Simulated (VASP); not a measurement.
Given:

```xyz
6
Lattice="4.7982 0.0000 0.0000 0.0000 4.7982 0.0000 0.0000 0.0000 3.1839" Properties=species:S:1:pos:R:3 pbc="T T T"
Zn     0.0000     0.0000     0.0000
Zn     2.3991     2.3991     1.5919
F      1.4596     1.4596     0.0000
F      3.8587     0.9395     1.5919
F      0.9395     3.8587     1.5919
F      3.3386     3.3386     0.0000
```

Method: PBE GGA, VASP's PBE PAW potentials (set 64) (plane waves; VASP). Numerical set-up: 620 eV cut-off, 5×5×7 Γ-centred mesh, Gaussian smearing of 0.050 eV, potentials Zn F.

Question: What does the run give for the energy per atom (σ→0), band gap (on the k-mesh) with the smallest direct gap where there is one?

Answer: 
```
Quantity                                      Value
-----------------------------------  --------------
band gap (on the k-mesh)                    3.44 eV
smallest direct gap (on the k-mesh)         3.44 eV
energy per atom (σ→0)                -3.876 eV/atom
```

Only differences to runs with the same potentials and settings are physical.

The compound is ZnF2 in the rutile structure. It was relaxed first, which changed the volume by +6 %.
